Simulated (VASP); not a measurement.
# Zr2F (Fm-3m) in VASP: notebook, part 2 of 2

VASP 6.6.1. The steps go on from the part before.

## Step 3: Relaxation of cell and atoms, PBEsol

The input, INCAR:

```
  PREC = Accurate
  ENCUT = 600
  EDIFF = 1E-7
  ISMEAR = 0
  SIGMA = 0.05
  LREAL = F
  LASPH = T
  NELM = 100
  ALGO = Fast
  ISIF = 3
  LWAVE = F
  LCHARG = F
  GGA = PS
  IBRION = 2
  NSW = 60
  EDIFFG = -0.005
```

The input, KPOINTS:

```
Automatic mesh
0
Gamma
  8 8 8
```

The input, POSCAR:

```
Zr2F
1.0
    0.0000000000      3.0406500000      3.0406500000
    3.0406500000      0.0000000000      3.0406500000
    3.0406500000      3.0406500000      0.0000000000
Zr F
2 1
Direct
    0.7500000000      0.7500000000      0.7500000000
    0.2500000000      0.2500000000      0.2500000000
    0.0000000000      0.0000000000      0.0000000000
```

Potentials or basis: VASP PAW PBE potentials, release 64 (Zr_sv, F).

Launch:

```bash
$ cat potpaw_PBE.64/Zr_sv/POTCAR potpaw_PBE.64/F/POTCAR > POTCAR
$ mpirun -np 1 vasp_std > vasp.out
```

OUTCAR:

```text
PREC = Accurate
   ENCUT = 600
   EDIFF = 1E-7
   ISMEAR = 0
   LREAL = F
   LASPH = T
   NELM = 100
   ISIF = 3
   GGA = PS
   IBRION = 2
   NSW = 60
   EDIFFG = -0.005

 ion  position               nearest neighbor table
   1  0.750  0.750  0.750-   3 2.63   3 2.63   3 2.63   3 2.63   2 3.04   2 3.04   2 3.04   2 3.04
                             2 3.04   2 3.04
   2  0.250  0.250  0.250-   3 2.63   3 2.63   3 2.63   3 2.63   1 3.04   1 3.04   1 3.04   1 3.04
                             1 3.04   1 3.04
   3  0.000  0.000  0.000-   1 2.63   1 2.63   1 2.63   1 2.63   2 2.63   2 2.63   2 2.63   2 2.63

  LATTYP: Found a face centered cubic cell.
 ALAT       =     6.0813000000

  Lattice vectors:

 A1 = (   0.0000000000,   3.0406500000,   3.0406500000)
 A2 = (   3.0406500000,   0.0000000000,   3.0406500000)
 A3 = (   3.0406500000,   3.0406500000,   0.0000000000)

Analysis of symmetry for initial positions (statically):
=====================================================================
 Subroutine PRICEL returns:
 Original cell was already a primitive cell.

 Routine SETGRP: Setting up the symmetry group for a
 face centered cubic supercell.

 Subroutine GETGRP returns: Found 48 space group operations
 (whereof 48 operations were pure point group operations)
 out of a pool of 48 trial point group operations.

The static configuration has the point symmetry O_h .

Analysis of symmetry for dynamics (positions and initial velocities):
=====================================================================
 Subroutine PRICEL returns:
 Original cell was already a primitive cell.

 Routine SETGRP: Setting up the symmetry group for a
 face centered cubic supercell.

 Subroutine GETGRP returns: Found 48 space group operations
 (whereof 48 operations were pure point group operations)
 out of a pool of 48 trial point group operations.

The dynamic configuration has the point symmetry O_h .

 Subroutine INISYM returns: Found 48 space group operations
 (whereof 48 operations are pure point group operations),
 and found     1 'primitive' translations

----------------------------------------------------------------------------------------

                                     Primitive cell

  volume of cell :      56.2250

  direct lattice vectors                    reciprocal lattice vectors
     0.000000000  3.040650000  3.040650000    -0.164438525  0.164438525  0.164438525
     3.040650000  0.000000000  3.040650000     0.164438525 -0.164438525  0.164438525
     3.040650000  3.040650000  0.000000000     0.164438525  0.164438525 -0.164438525

  length of vectors
     4.300128468  4.300128468  4.300128468     0.284815879  0.284815879  0.284815879

  position of ions in fractional coordinates (direct lattice)
     0.750000000  0.750000000  0.750000000
     0.250000000  0.250000000  0.250000000
     0.000000000  0.000000000  0.000000000

  ion indices of the primitive-cell ions
   primitive index   ion index
                 1           1
                 2           2
                 3           3

----------------------------------------------------------------------------------------
[... 53 lines left out ...]
   number of dos      NEDOS =    301   number of ions     NIONS =      3
   total plane-waves  NPLWV =  46656
   dimension x,y,z NGX =    36 NGY =   36 NGZ =   36
   dimension x,y,z NGXF=    72 NGYF=   72 NGZF=   72
   ions per type =               2   1
   NGX,Y,Z   is equivalent  to a cutoff of  13.92, 13.92, 13.92 a.u.
   NGXF,Y,Z  is equivalent  to a cutoff of  27.84, 27.84, 27.84 a.u.
 SYSTEM =  unknown system
   PREC   = accura    normal or accurate (medium, high low for compatibility)
   ISTART =      0    job   : 0-new  1-cont  2-samecut
   ICHARG =      2    charge: 1-file 2-atom 10-const
   ISPIN  =      1    spin polarized calculation?
   LNONCOLLINEAR =      F non collinear calculations
   LSORBIT =      F    spin-orbit coupling
   LASPH  =      T    aspherical Exc in radial PAW
   ENCUT  =  600.0 eV  44.10 Ry    6.64 a.u.   8.59  8.59  8.59*2*pi/ulx,y,z
   NELM   =    100;   NELMIN=  2; NELMDL= -5     # of ELM steps
   EDIFF  = 0.1E-06   stopping-criterion for ELM
   LREAL  =      F    real-space projection
   EDIFFG = -.5E-02   stopping-criterion for IOM
   NSW    =     60    number of steps for IOM
   IBRION =      2    ionic relax: 0-MD 1-quasi-New 2-CG
   NFREE  =      1    steps in history (QN), initial steepest desc. (CG)
   ISIF   =      3    stress and relaxation
   ISYM   =      2    0-nonsym 1-usesym 2-fastsym
   POTIM  = 0.5000    time-step for ionic-motion
   TEBEG  =    0.0;   TEEND  =   0.0 temperature during run
   PSTRESS=    0.0 pullay stress
   NELECT =      31.0000    total number of electrons
   NUPDOWN=      -1.0000    fix difference up-down
   EMIN   =  10.00;   EMAX   =-10.00  energy-range for DOS
   EFERMI =   0.00;   METHOD = LEGACY
   ISMEAR =     0;   SIGMA  =   0.05  broadening in eV -4-tet -1-fermi 0-gaus
   EFERMI_NEDOS =   21; number of points for ismear=-14 and -15
   IALGO  =     68    algorithm
   IMIX   =      4    mixing-type and parameters
     AMIX     =   0.40;   BMIX     =  1.00
     AMIX_MAG =   1.60;   BMIX_MAG =  1.00
  volume/ion in A,a.u.               =      18.74       126.47
  Fermi-wavevector in a.u.,A,eV,Ry     =   1.342411  2.536790 24.518629  1.802068
  Thomas-Fermi vector in A             =   2.470567
   LORBIT       =      0    0 simple, 1 ext, 2 COOP (PROOUT), +10 PAW based schemes
   GGA     = PS    functional components
   LHFCALC =     F    Hartree Fock is set to
   AEXX    =    0.0000 exact exchange contribution
   IVDW    =     0    specifies the selected vdW correction
   LEPSILON=     F    determine dielectric tensor
   LRPA    =     F    only Hartree local field effects (RPA)
 conjugate gradient relaxation of ions
 non-spin polarized calculation
 RMM-DIIS sequential band-by-band and
 Gauss-broadening in eV      SIGMA  =   0.05
  energy-cutoff  :      600.00
  volume of cell :       56.22
 maximum number of plane-waves:      1895
 NGX is ok and might be reduce to    36
   NGX = 17   NGY = 17   NGZ = 17

--------------------------------------- Ionic step        1  -------------------------------------------

 number of electron      30.9999996 magnetization

 Free energy of the ion-electron system (eV)
  ---------------------------------------------------
  ext. energy  EPLUGINS =         0.00000000
  ---------------------------------------------------
  free energy    TOTEN  =       -21.20538953 eV

  energy without entropy =      -21.20071688  energy(sigma->0) =      -21.20305320

------------------------ aborting loop because EDIFF is reached ----------------------------------------

  FORCE on cell =-STRESS in cart. coord.  units (eV):
  Direction    XX          YY          ZZ          XY          YZ          ZX
  --------------------------------------------------------------------------------------
  -------------------------------------------------------------------------------------
  Total       -1.4908166     -1.4908166     -1.4908166     -0.0000000     -0.0000000      0.0000000
  in kB      -42.4820535    -42.4820535    -42.4820535     -0.0000000     -0.0000000      0.0000000
  external PRESSURE =     -42.4820535 kB  Pullay stress =       0.0000000 kB
[... 61 lines left out ...]
--------------------------------------- Ionic step        3  -------------------------------------------

 number of electron      30.9999999 magnetization

 Free energy of the ion-electron system (eV)
  ---------------------------------------------------
  ext. energy  EPLUGINS =         0.00000000
  ---------------------------------------------------
  free energy    TOTEN  =       -21.24648460 eV

  energy without entropy =      -21.24130469  energy(sigma->0) =      -21.24389465

 E-fermi :   8.9644     XC(G=0): -11.2964

 val. band max:        8.9466717671   @ k =  -0.3750   0.2500   0.0000
 cond. band min:       8.9693118963   @ k =   0.5000   0.1250   0.0000
 fundamental gap:      0.0226401292
 Fermi energy:         8.9644448747

 k-point     1 :       0.0000    0.0000    0.0000
  band No.  band energies     occupation
      1     -40.1784      2.00000
      2     -39.8563      2.00000
      3     -18.4725      2.00000
      4     -18.4725      2.00000
      5     -18.4725      2.00000
      6     -17.7624      2.00000
[... 505 lines left out ...]
      6     -18.1599      2.00000
[... 11 lines left out ...]
     18      10.0416      0.00000
     19      10.6721      0.00000

 [... further k-points ...]

------------------------ aborting loop because EDIFF is reached ----------------------------------------

  FORCE on cell =-STRESS in cart. coord.  units (eV):
  Direction    XX          YY          ZZ          XY          YZ          ZX
  --------------------------------------------------------------------------------------
  -------------------------------------------------------------------------------------
  Total        0.0045329      0.0045329      0.0045329     -0.0000000     -0.0000000      0.0000000
  in kB        0.1363604      0.1363604      0.1363604     -0.0000000     -0.0000000      0.0000000
  external PRESSURE =       0.1363604 kB  Pullay stress =       0.0000000 kB
[... 18 lines left out ...]
  FREE ENERGIE OF THE ION-ELECTRON SYSTEM (eV)
  ---------------------------------------------------
  free  energy   TOTEN  =       -21.2464846047 eV

  energy  without entropy=      -21.2413046899  energy(sigma->0) =      -21.24389465

 reached required accuracy - stopping structural energy minimisation
```

Wall time 9.4 min (1 thread of AMD EPYC, shared host); peak memory 0.2 GiB.

Results:

```
Free energy                            : -21.2465 eV
Relaxed volume                         : 17.75 Å³/atom
Relaxed cell                           : a = 4.223 Å, b = 4.223 Å, c = 4.223 Å, α = 60.00°, β = 60.00°, γ = 60.00°
Space group after relaxing (to 0.05 Å) : Fm-3m (No. 225)
Energy gained by relaxing              : 13.7 meV/atom
Ionic steps                            : 3
Pressure after relaxing                : 0.0 GPa
Band gap on the k mesh                 : none (metal or under the smearing width)
```

Step by step:
```csv
step,energy change (eV),largest force (eV/Å),pressure (GPa),volume (Å³)
1,0.0000,0.0000,-4.25,56.22
2,-0.0359,0.0000,1.69,52.28
3,-0.0411,0.0000,0.01,53.26
```

Final structure:
```xyz
3
Lattice="0.0000 2.9862 2.9862 2.9862 0.0000 2.9862 2.9862 2.9862 0.0000" Properties=species:S:1:pos:R:3 pbc="T T T"
Zr    4.4794    4.4794    4.4794
Zr    1.4931    1.4931    1.4931
F     0.0000    0.0000    0.0000
```

Caveat: the PAW data sets were made with another functional, which shifts forces and pressure a little; an odd number of electrons without spin polarisation forces a metal; a magnetic or distorted state may lie lower.

## Step 4: Relaxation of the atoms, PBEsol+D3(BJ), spin-orbit coupling, no magnetisation

The input, run.py:

```python
from ase.calculators.vasp import Vasp
from ase.io import read
from ase.optimize import BFGSLineSearch

atoms = read('Zr2F.xyz')
calc = Vasp(
    directory='calc',
    xc='pbesol',
    pp='PBE',
    setups='materialsproject',
    prec='Accurate',
    encut=520,
    ediff=1e-07,
    ismear=0,
    sigma=0.05,
    lreal=False,
    lasph=True,
    nelm=100,
    algo='Normal',
    isif=2,
    lwave=True,
    lcharg=False,
    lnoncollinear=True,
    lorbit=11,
    lsorbit=True,
    gga_compat=False,
    lmaxmix=4,
    ivdw=12,
    kpts=[6, 6, 6],
    gamma=True,
)
atoms.calc = calc
opt = BFGSLineSearch(atoms, trajectory='relax.traj')
converged = opt.run(fmax=0.005, steps=40)
print('converged:', converged)

print('energy (eV):', atoms.get_potential_energy())
print('free energy (eV):', atoms.get_potential_energy(force_consistent=True))
print('forces (eV/A):')
print(atoms.get_forces())
print('stress (eV/A^3, Voigt):', atoms.get_stress())
print('Fermi level (eV):', calc.get_fermi_level())
print('cell (A, degrees):', atoms.cell.cellpar())
print('volume (A^3):', atoms.get_volume())
print('scaled positions:')
print(atoms.get_scaled_positions())
```

The input, Zr2F.xyz:

```xyz
3
Lattice="0.0000000000 3.0406500000 3.0406500000 3.0406500000 0.0000000000 3.0406500000 3.0406500000 3.0406500000 0.0000000000" Properties=species:S:1:pos:R:3 pbc="T T T"
Zr     4.5609750000      4.5609750000      4.5609750000
Zr     1.5203250000      1.5203250000      1.5203250000
F      0.0000000000      0.0000000000      0.0000000000
```

Potentials or basis: VASP PAW PBE potentials, release 64 (Zr_sv, F).

Launch:

```bash
$ python run.py
```

Output:

```text
Step[ FC]     Time          Energy          fmax
BFGSLineSearch:    0[  0] --:--:--      -22.404351       0.0000
converged: True
energy (eV): -22.40168787
free energy (eV): -22.40435063
forces (eV/A):
[[-2.93e-06 -2.93e-06 -2.93e-06]
 [ 2.93e-06  2.93e-06  2.93e-06]
 [ 0.00e+00  0.00e+00 -0.00e+00]]
stress (eV/A^3, Voigt): [ 4.71718211e-02  4.71718211e-02  4.71718211e-02 -1.29467624e-07
 -1.24774009e-07 -1.29467624e-07]
Fermi level (eV): 8.31633417
cell (A, degrees): [ 4.30012847  4.30012847  4.30012847 60.         60.         60.        ]
volume (A^3): 56.224977946949274
scaled positions:
[[0.75 0.75 0.75]
 [0.25 0.25 0.25]
 [0.   0.   0.  ]]
```

OUTCAR:

```text
ENCUT = 520.000000
   EDIFF = 1.00e-07
   GGA = PS
   PREC = Accurate
   ISIF = 2
   ISMEAR = 0
   LORBIT = 11
   NELM = 100
   IVDW = 12
[... 1425 lines left out ...]
------------------------------------------
    1        0.000   0.000   0.000   0.000
    2        0.000   0.000   0.000   0.000
    3        0.000   0.000   0.000   0.000
--------------------------------------------------
tot          0.000   0.000   0.000   0.000

 magnetization (z)

# of ion       s       p       d       tot
------------------------------------------
    1        0.000   0.000   0.000   0.000
    2        0.000   0.000   0.000   0.000
    3        0.000   0.000   0.000   0.000
--------------------------------------------------
tot          0.000   0.000   0.000   0.000
```

INCAR:

```text
ENCUT = 520.000000
SIGMA = 0.050000
EDIFF = 1.00e-07
ALGO = Normal
GGA = PS
PREC = Accurate
ISIF = 2
ISMEAR = 0
LMAXMIX = 4
LORBIT = 11
NELM = 100
IVDW = 12
LASPH = .TRUE.
LCHARG = .FALSE.
LWAVE = .TRUE.
LSORBIT = .TRUE.
LNONCOLLINEAR = .TRUE.
GGA_COMPAT = .FALSE.
LREAL = .FALSE.
```

Run time: 10 min. Hardware: 1 thread of AMD EPYC, shared host; peak memory 0.34 GiB.

What came out:

```
Free energy                                           : -22.4044 eV
Pressure after relaxing                               : -7.6 GPa
Valence electrons inside the program's atomic spheres : Zr 9.89; F 6.01
Dispersion energy per atom                            : -0.360 eV
```

Final structure:
```yaml
crystal:
  lattice:
    - [0.00000, 3.04065, 3.04065]
    - [3.04065, 0.00000, 3.04065]
    - [3.04065, 3.04065, 0.00000]
  atoms:
    - { symbol: Zr, position: [0.75000, 0.75000, 0.75000] }
    - { symbol: Zr, position: [0.25000, 0.25000, 0.25000] }
    - { symbol: F, position: [0.00000, 0.00000, 0.00000] }
```

Caveat: the relaxation stopped at its first step, so nothing moved; the PAW data sets were made with another functional, which shifts forces and pressure a little.

## Step 5: Single point, vdW-DF, spin-orbit coupling, no magnetisation

The input, run.py:

```python
from ase import Atoms
from ase.calculators.vasp import Vasp
from ase.dft.bandgap import bandgap

atoms = Atoms(
    ['Zr', 'Zr', 'F'],
    cell=[[0.0, 3.04065, 3.04065], [3.04065, 0.0, 3.04065], [3.04065, 3.04065, 0.0]],
    scaled_positions=[[0.75, 0.75, 0.75], [0.25, 0.25, 0.25], [0.0, 0.0, 0.0]],
    pbc=True,
)
calc = Vasp(
    directory='calc',
    xc='vdw-df',
    pp='PBE',
    setups='gw',
    prec='Accurate',
    encut=600,
    ediff=1e-06,
    ismear=0,
    sigma=0.05,
    lreal=False,
    lasph=True,
    nelm=80,
    algo='Fast',
    isif=2,
    lwave=False,
    lcharg=False,
    lorbit=11,
    lsorbit=True,
    gga_compat=False,
    lmaxmix=4,
    kpts=[6, 6, 6],
    gamma=True,
)
atoms.calc = calc

print('energy (eV):', atoms.get_potential_energy())
print('free energy (eV):', atoms.get_potential_energy(force_consistent=True))
print('forces (eV/A):')
print(atoms.get_forces())
print('stress (eV/A^3, Voigt):', atoms.get_stress())
print('Fermi level (eV):', calc.get_fermi_level())
gap, top, bottom = bandgap(calc)
print('band gap (eV):', gap, 'from (spin, k, band)', top, 'to', bottom)
```

Potentials or basis: VASP PAW PBE potentials, release 64 (Zr_sv_GW, F_GW).

Launch:

```bash
$ python run.py
```

Run time: 43 min. Hardware: 1 thread of AMD EPYC, shared host; peak memory 0.85 GiB.

It converged, with:

```
Free energy                                           : -15.0282 eV
Pressure                                              : 2.5 GPa
Valence electrons inside the program's atomic spheres : Zr 8.92; F 5.78
```

Caveat: the cutoff is under 1.25 times the usual one of these potentials, so pressure, stress and relaxed cells hold a basis-set (Pulay) error; the PAW data sets were made with another functional, which shifts forces and pressure a little.

## Step 6: Electron localisation function, r2SCAN, collinear spin, zero start

The input, INCAR:

```
PREC = Accurate ; ENCUT = 400
EDIFF = 1E-6 ; ISMEAR = 0
SIGMA = 0.01 ; LREAL = False
LASPH = True ; NELM = 100
ALGO = Normal ; ISIF = 2
LWAVE = False ; LCHARG = True
ISPIN = 2 ; MAGMOM = 0 0 0
LORBIT = 11 ; LMAXMIX = 4
METAGGA = R2SCAN ; LMIXTAU = True
LELF = True
```

KPOINTS is that of step 3.

POSCAR is that of step 3.

Potentials or basis: VASP PAW PBE potentials, release 64 (Zr_sv, F_s).

Launch:

```bash
$ cat potpaw_PBE.64/Zr_sv/POTCAR potpaw_PBE.64/F_s/POTCAR > POTCAR
$ mpirun -np 1 vasp_std > vasp.out
```

Wall time 11 min (1 thread of AMD EPYC, shared host); peak memory 0.17 GiB.

It converged, with:

| Property | Result |
| --- | --- |
| Free energy | -49.9556 eV |
| Pressure | -2.4 GPa |
| Band gap on the k mesh | none (metal or under the smearing width) |
| Net moment | 0.04 μB per cell |
| Valence electrons inside the program's atomic spheres | Zr 9.88; F 6.83 |

Levels at points of the mesh, in eV from the Fermi level:
Spin up:
| k point | band 14 | band 15 | band 16 | band 17 | band 18 | band 19 |
| --- | --- | --- | --- | --- | --- | --- |
| (0.00, 0.00, 0.00) | -2.24 | -2.24 | 0.13 | 0.13 | 0.13 | 4.60 |
| (0.50, 0.00, 0.00) | -0.01 | -0.01 | 0.34 | 0.86 | 0.86 | 1.66 |
| (0.50, 0.50, 0.00) | -1.47 | -1.12 | -0.79 | 2.28 | 2.28 | 2.36 |
Spin down:
```
           k point  band 12  band 13  band 14  band 15  band 16  band 17  band 18  band 19
(0.00, 0.00, 0.00)    -8.48    -4.11    -2.22    -2.22     0.14     0.14     0.14     4.61
(0.50, 0.00, 0.00)    -8.28    -1.70     0.01     0.01     0.36     0.88     0.88     1.67
(0.50, 0.50, 0.00)    -8.12    -2.51    -1.44    -1.10    -0.77     2.29     2.29     2.37
```

Caveat: the PAW data sets were made with another functional, which shifts forces and pressure a little.

## Step 7: The reference run

An earlier run on the cell as given: functional PBE; potentials or basis VASP PAW PBE potentials, release 64 (Zr_sv, F); cutoff 520 eV; k mesh 8 × 8 × 8; occupations fermi-dirac, width 0.05 eV; no spin polarisation.

- Pressure: -0.2 GPa
- Band gap on the k mesh: none (metal or under the smearing width)

## Step 8: Summary

| task | level | potentials or basis | spin | cell | k mesh | cutoff (eV) | smearing | optimiser | gap on the mesh (eV) | pressure (GPa) | relaxed volume (Å³/atom) |
| --- | --- | --- | --- | --- | --- | --- | --- | --- | --- | --- | --- |
| relaxation of cell and atoms | PBE | VASP PAW PBE potentials, release 64 (Zr_sv, F) | off | relaxed | 8 × 8 × 8 | 600 | gaussian 0.05 eV | - | none | 0.1 | 18.67 |
| relaxation of cell and atoms | PBEsol | VASP PAW PBE potentials, release 64 (Zr_sv, F) | off | relaxed | 8 × 8 × 8 | 600 | gaussian 0.05 eV | - | none | 0.0 | 17.75 |
| relaxation of the atoms | PBEsol+D3(BJ) | VASP PAW PBE potentials, release 64 (Zr_sv, F) | SOC, no magnetisation | atoms relaxed | 6 × 6 × 6 | 520 | gaussian 0.05 eV | BFGSLineSearch | - | -7.6 | - |
| single point | vdW-DF | VASP PAW PBE potentials, release 64 (Zr_sv_GW, F_GW) | SOC, no magnetisation | as given | 6 × 6 × 6 | 600 | gaussian 0.05 eV | - | - | 2.5 | - |
| electron localisation function | r2SCAN | VASP PAW PBE potentials, release 64 (Zr_sv, F_s) | collinear, zero start | as given | 8 × 8 × 8 | 400 | gaussian 0.01 eV | - | none | -2.4 | - |
| single point | PBE | VASP PAW PBE potentials, release 64 (Zr_sv, F) | off | as given | 8 × 8 × 8 | 520 | fermi-dirac 0.05 eV | - | none | -0.2 | - |

Caveats: the PAW data sets were made with another functional, which shifts forces and pressure a little (some runs); an odd number of electrons without spin polarisation forces a metal (some runs); a magnetic or distorted state may lie lower (some runs); the relaxation stopped at its first step, so nothing moved (some runs); the cutoff is under 1.25 times the usual one of these potentials, so pressure, stress and relaxed cells hold a basis-set (Pulay) error (some runs).

Absolute energies hang on the potentials; compare differences alone.
